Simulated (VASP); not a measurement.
```
Ir
1.0
    0.00000     1.88672     1.88672
    1.88672     0.00000     1.88672
    1.88672     1.88672     0.00000
Ir
1
Direct
  0.00000   0.00000   0.00000
```

These are r2SCAN meta-GGA, VASP's PBE PAW potentials (set 64) (plane waves; VASP) values and carry that method's errors. Run with 520 eV cut-off, 16×16×16 Γ-centred mesh, first-order Methfessel-Paxton smearing of 0.10 eV, potentials Ir.

Task: Give the stress tensor in GPa (positive for a compressed cell).

Result: 
```
27.86   0.00   0.00
 0.00  27.86   0.00
 0.00   0.00  27.86
```
The pressure is its mean diagonal, 27.86 GPa.

The compound is Ir in the fcc structure. This cell is one point of a volume scan, at 0.94 of the reference volume.
